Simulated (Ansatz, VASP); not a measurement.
# W8Cl (W(110)-(2x1)-Cl, hollow site) in two plane-wave programs, part 2 of 2

One calculation is typed for both programs; each brings its own data sets. How far apart do they land? Of the first pair: The structure shown is the start of the Ansatz relaxation below; VASP solves that cell, so the two are compared at the walk's first step.

VASP 6.6.1 and Ansatz 0.2.0.

So far. Step 4 (Side by side): The forces differ by 65 meV/Å r.m.s., which is 13.0 % of the r.m.s. force of 0.496 eV/Å (both taken over all components). With vacuum in the cell, a pressure given here is an average over mostly empty space and none of the material.

## (6) Ansatz: relaxation, PBE

Level of this step: Ansatz beside VASP: Kohn-Sham DFT, plane waves, PBE (Ansatz).

This run makes the geometry at which the two programs are then compared.

The structure compared here is the end of the Ansatz relaxation.

input.yaml

```yaml
crystal:
  lattice:
    - [5.4732805519, 0.0, 0.0]
    - [0.9122134253, 2.5801291957, 0.0]
    - [0.0, 0.0, 25.9259188611]
  atoms:
    - { symbol: W, position: [0.0, 0.0, 0.3278572322] }
    - { symbol: W, position: [0.5, 0.0, 0.3278572322] }
    - { symbol: W, position: [0.25, 0.5, 0.4140434708] }
    - { symbol: W, position: [0.75, 0.5, 0.4140434708] }
    - { symbol: W, position: [0.0, 0.0, 0.5002297094] }
    - { symbol: W, position: [0.5, 0.0, 0.5002297094] }
    - { symbol: W, position: [0.25, 0.5, 0.586415948] }
    - { symbol: W, position: [0.75, 0.5, 0.586415948] }
    - { symbol: Cl, position: [0.42, 0.84, 0.6721427678] }
kpoints:
  mp_grid: { grid: [6, 11, 1] }
hamiltonian:
  xc: pbe
scf:
  occupations: { method: fermi_dirac, width: 0.1 }
  convergence: { dr2_threshold: 1.0e-08 }
efield:
  axis: 3
  dipole_correction: true
  ramp_position: 0.97
  ramp_width: 0.06
relax:
  f_tol: 0.015
  max_steps: 90
  constraints: [{ sites: [0, 1, 2, 3] }]
output:
  write_potential: true
  write_density: true
  volumetric_format: npy
```

Started as:

```console
ansatz run input.yaml --threads 4 --pin off --max-ram 6144MiB --backend cpu --events-out ev --progress --plain --runs-dir out
```

Numbers of over 12 decimals in the logs are rounded to 6 here.

The log of the run:

```text
[...]
Crystal: 9 atoms, lattice volume = 366.120 Å³
Basis set: ecut = 420 eV, 7219 PW (Γ), exchange–correlation on 80×40×360 points (8 copies of the dense FFT grid, shifted against one another)
Bands: 72, of which v1, the nominal top of the filled ones, is band 60 counted from 1 (59 counted from 0)
Symmetry: 1 space group operations
[...]
- { symbol: W, position: [0.250000, 0.500000, 0.414043] }
    - { symbol: W, position: [0.750000, 0.500000, 0.414043] }
    - { symbol: W, position: [0.00176751, 0.00263193, 0.501010] }
    - { symbol: W, position: [0.499912, 0.00257073, 0.501963] }
    - { symbol: W, position: [0.245595, 0.491355, 0.587972] }
    - { symbol: W, position: [0.759528, 0.529778, 0.586215] }
    - { symbol: Cl, position: [0.444480, 0.807908, 0.660473] }
[key lines of the parts left out:]
SCF converged after 7 iterations
Free energy (F): -84154.356995 eV
Fermi energy:    5.549223 eV
Dipole field:    D = 0.027335 V/Å  (p = 0.055307 e·Å, saw-weighted, corrected)
Work function:   Φ+ = 4.1894 eV   Φ− = 4.8981 eV
```

## (7) VASP: single point, PBE, relaxed cell, pair 2

The same cell, functional, mesh and smearing now go to VASP, with its own data sets.

INCAR

```
SYSTEM = W8Cl
PREC = Accurate
ENCUT = 520
EDIFF = 1E-06
NELM = 120
ISMEAR = -1
SIGMA = 0.1
LREAL = .FALSE.
ALGO = Normal
GGA = PE
NBANDS = 36
LASPH = .TRUE.
LORBIT = 11
LWAVE = .FALSE.
LCHARG = .FALSE.
ISIF = 2
LDIPOL = .TRUE.
IDIPOL = 3
DIPOL = 0.5 0.5 0.48
LVHAR = .TRUE.
GGA_COMPAT = .FALSE.
NELMDL = -8
KPAR = 2
```

POSCAR

```
W8Cl
1.0
    5.4732805519      0.0000000000      0.0000000000
    0.9122134253      2.5801291957      0.0000000000
    0.0000000000      0.0000000000     25.9259188611
W Cl
8 1
Direct
    0.0000000000      0.0000000000      0.3278572322
    0.5000000000      0.0000000000      0.3278572322
    0.2500000000      0.5000000000      0.4140434708
    0.7500000000      0.5000000000      0.4140434708
    0.0017675092      0.0026319292      0.5010099385
    0.4999120346      0.0025707255      0.5019633879
    0.2455948992      0.4913554387      0.5879718415
    0.7595278156      0.5297781419      0.5862154999
    0.4444801458      0.8079079148      0.6604731169
```

KPOINTS

```
Automatic mesh
0
Gamma
6 11 1
0 0 0
```

Potentials, in the order of the species: W and Cl (PBE family, release 64).

Started as:

```console
mpirun -np 2 vasp_std
```

The log of the run:

```text
[... set-up lines as in an earlier step ...]
 entering main loop
       N       E                     dE             d eps       ncg     rms          rms(c)
DAV:   1     0.320939629794E+03    0.32094E+03   -0.20744E+04  2448   0.121E+03
DAV:   2    -0.676246158520E+02   -0.38856E+03   -0.37635E+03  3672   0.272E+02
DAV:   3    -0.105971417991E+03   -0.38347E+02   -0.37239E+02  2840   0.825E+01
DAV:   4    -0.108400217524E+03   -0.24288E+01   -0.23806E+01  3904   0.186E+01
[...]
DAV:  34    -0.102237322550E+03   -0.11232E-05   -0.80738E-08  1608   0.158E-03    0.149E-03
DAV:  35    -0.102237323697E+03   -0.11472E-05   -0.18932E-07  1736   0.130E-03    0.666E-04
DAV:  36    -0.102237324578E+03   -0.88106E-06   -0.89784E-08  1572   0.143E-03
   1 F= -.10223732E+03 E0= -.10214477E+03  d E =-.185105E+00
```

OUTCAR, selected parts (step 7):

```text
  Total       -4.5874479     -2.1179599     -4.0375670      3.6622735      0.0232078      0.0277939
  in kB      -20.0751317     -9.2684050    -17.6687979     16.0264761      0.1015597      0.1216288
  external PRESSURE =     -15.6707782 kB  Pullay stress =       0.0000000 kB

 POSITION                                       TOTAL-FORCE (eV/Angst)
 -----------------------------------------------------------------------------------
      0.00000      0.00000      8.50000        -0.009062      0.005028      0.588975
      2.73664      0.00000      8.50000        -0.018635     -0.015865      0.512441
      1.82443      1.29006     10.73446         0.052090      0.050554     -0.410963
      4.56107      1.29006     10.73446        -0.020852     -0.038999     -0.424382
      0.01207      0.00679     12.98914         0.005646      0.004968      0.037330
      2.73850      0.00663     13.01386        -0.000709     -0.005930      0.055237
      1.79243      1.26776     15.24371        -0.108760     -0.004267     -0.143079
      4.64038      1.36690     15.19818         0.101613      0.004746     -0.164699
      3.16975      2.08451     17.12337        -0.001331     -0.000236     -0.050859
 -----------------------------------------------------------------------------------
    total drift:                                0.000285     -0.000103     -0.000198

  FREE ENERGIE OF THE ION-ELECTRON SYSTEM (eV)
  ---------------------------------------------------
  free  energy   TOTEN  =      -102.2373245782 eV

  energy  without entropy=     -102.0522195312  energy(sigma->0) =     -102.14477205

[... 2 parts as in an earlier step ...]

[... 1 further part left out ...]
[key lines of the parts left out:]
E-fermi :   0.3162
```

## (8) Comparison

What differs besides the data sets and the points named for the pairs above, as far as they apply: the data sets hold 119 valence electrons in Ansatz (on its default PAW (the set named soft_2) files) and 55 in VASP. Total energies have different zeros and are not compared.

The two programs side by side:

```csv
quantity,Ansatz,VASP,difference
"work function, lower of the two faces (eV)",4.19,4.18,+0.01
"work function, higher of the two faces (eV)",4.90,4.91,-0.01
```

Forces (eV/Å; atoms numbered as in POSCAR):

```csv
atom,"Ansatz x, y, z","VASP x, y, z"
W1,"-0.009, 0.005, 0.411","-0.009, 0.005, 0.589"
W2,"-0.019, -0.016, 0.335","-0.019, -0.016, 0.512"
W3,"0.055, 0.046, -0.367","0.052, 0.051, -0.411"
W4,"-0.024, -0.035, -0.382","-0.021, -0.039, -0.424"
W5,"-0.003, 0.001, 0.001","0.006, 0.005, 0.037"
W6,"0.001, 0.002, 0.001","-0.001, -0.006, 0.055"
W7,"-0.003, 0.002, -0.001","-0.109, -0.004, -0.143"
W8,"0.002, -0.004, 0.003","0.102, 0.005, -0.165"
Cl9,"0.000, 0.000, -0.001","-0.001, 0.000, -0.051"
```

The forces differ by 73 meV/Å r.m.s., which is 37.1 % of the r.m.s. force of 0.197 eV/Å (both taken over all components). With vacuum in the cell, a pressure given here is an average over mostly empty space and none of the material.

## (9) Results

| Quantity | Value |
| --- | --- |
| r.m.s. force difference (single point, PBE, start cell, pair 1) | 13 % of the r.m.s. force |
| r.m.s. force difference (single point, PBE, relaxed cell, pair 2) | 73 meV/Å |

What this shows: The r.m.s. force difference is 73 meV/Å (single point, PBE, relaxed cell, pair 2), beyond the 12 meV/Å picked in this series as the mark of a large difference. The data sets hold unlike numbers of valence electrons (119 in Ansatz and 55 in VASP), so part of the differences comes from the potentials. Single point, PBE, start cell, pair 1, VASP with the data sets W_sv and Cl and a cutoff of 400 eV: r.m.s. force difference goes from 65 to 10 meV/Å. What causes the difference of the single point, PBE, relaxed cell, pair 2 pair stays open here. How closely two codes agree says nothing of how well the functional describes the real material.

[Lines on the potential files, build, host, timing and source positions are cut from VASP's logs without a mark.]

[Logs are printed without paths, hosts, clocks, repeated set-up lines and the standing remarks that a program may print on its own settings, such as how far it seeks lower states.]

[Hosts, paths, dates, database ids (printed as entryN), source tags and the programs' standing remarks are cut or masked in the printed files.]
